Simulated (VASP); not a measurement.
These are PBE GGA with D3 dispersion (Becke-Johnson damping), VASP's PBE PAW potentials (set 64) (plane waves; VASP) values and carry that method's errors.

A VASP calculation is set up with these files.

POSCAR:
```
CdSe
6.1232390
  0.0000000000   0.5000000045   0.5000000045
  0.5000000045   0.0000000000   0.5000000045
  0.5000000045   0.5000000045   0.0000000000
Cd Se
1 1
Cartesian
  0.0000000000   0.0000000000   0.0000000000
  0.2500000023   0.2500000023   0.2500000023
```

**INCAR**
```
SYSTEM = CdSe
PREC = Accurate; ENCUT = 520; LREAL = F
LASPH = T; ICHARG = 11
EDIFF = 1E-7; NELM = 100; ALGO = Normal
LMAXMIX = 4
ISMEAR = 0; SIGMA = 0.05
GGA = PE; IVDW = 12
LWAVE = F; LCHARG = F; LORBIT = 11
```

File KPOINTS:
```
k-points along high-symmetry lines
15
Line-mode
Reciprocal
  0.000000   0.000000   0.000000 ! GAMMA
 -0.500000  -0.500000   0.000000 ! X

 -0.500000  -0.500000   0.000000 ! X
 -0.375000  -0.375000   0.250000 ! U

 -0.375000  -0.000000   0.375000 ! K
  0.000000   0.000000   0.000000 ! GAMMA

  0.000000   0.000000   0.000000 ! GAMMA
 -0.000000  -0.000000   0.500000 ! L

 -0.000000  -0.000000   0.500000 ! L
 -0.500000  -0.250000   0.250000 ! W

 -0.500000  -0.250000   0.250000 ! W
 -0.500000  -0.500000   0.000000 ! X
```

POTCAR, in this order: Cd Se (PBE.64 set). Program: vasp_std. Read from the step before: CHGCAR.

Output

File OSZICAR:
```
       N       E                     dE             d eps       ncg     rms          rms(c)
DAV:   1     0.108512527019E+03    0.10851E+03   -0.90649E+03  2372   0.124E+03
DAV:   2    -0.250323324530E+00   -0.10876E+03   -0.10375E+03  2725   0.292E+02
DAV:   3    -0.463397385308E+01   -0.43837E+01   -0.43591E+01  2720   0.603E+01
DAV:   4    -0.465567524293E+01   -0.21701E-01   -0.21698E-01  2670   0.427E+00
DAV:   5    -0.465581693291E+01   -0.14169E-03   -0.14169E-03  2635   0.310E-01
DAV:   6    -0.465581862103E+01   -0.16881E-05   -0.16881E-05  2750   0.308E-02
DAV:   7    -0.465581864831E+01   -0.27283E-07   -0.27257E-07  2690   0.337E-03
   1 F= -.52787848E+01 E0= -.52787848E+01  d E =-.452704E-11
```

**OUTCAR**
```
 val. band max:        0.7841958414   @ k =   0.0000   0.0000   0.0000

 cond. band min:       1.3516596679   @ k =   0.0000   0.0000   0.0000



 k-point     1 :       0.0000    0.0000    0.0000
  band No.  band energies     occupation
      1     -11.6984      2.00000
      2      -7.0843      2.00000
      3      -7.0843      2.00000
      4      -7.0843      2.00000
      5      -6.7311      2.00000
      6      -6.7311      2.00000
      7       0.7842      2.00000
      8       0.7842      2.00000
      9       0.7842      2.00000
     10       1.3517      0.00000
     11       6.7185      0.00000
     12       6.7185      0.00000
     13       6.7185      0.00000

 k-point     2 :      -0.0357   -0.0357    0.0000
  band No.  band energies     occupation
      1     -11.6926      2.00000
      2      -7.0816      2.00000
      3      -7.0816      2.00000
      4      -7.0810      2.00000
      5      -6.7321      2.00000
      6      -6.7304      2.00000
      7       0.5418      2.00000
      8       0.7548      2.00000
      9       0.7548      2.00000
     10       1.6050      0.00000
     11       6.6448      0.00000
     12       6.7608      0.00000
     13       6.7608      0.00000

 k-point     3 :      -0.0714   -0.0714    0.0000
  band No.  band energies     occupation
      1     -11.6754      2.00000
      2      -7.0736      2.00000
      3      -7.0736      2.00000
      4      -7.0710      2.00000
      5      -6.7349      2.00000
      6      -6.7283      2.00000
      7       0.1493      2.00000
      8       0.6699      2.00000
      9       0.6699      2.00000
     10       2.0287      0.00000
     11       6.4477      0.00000
     12       6.8845      0.00000
     13       6.8845      0.00000

 k-point     4 :      -0.1071   -0.1071    0.0000
  band No.  band energies     occupation
      1     -11.6477      2.00000
      2      -7.0605      2.00000
      3      -7.0605      2.00000
      4      -7.0539      2.00000
...
```

The density is held fixed in this step, so its total energy and stress have no physical meaning.

The compound is CdSe in the zinc blende structure, whereas wurtzite is the usual form. It was relaxed first.
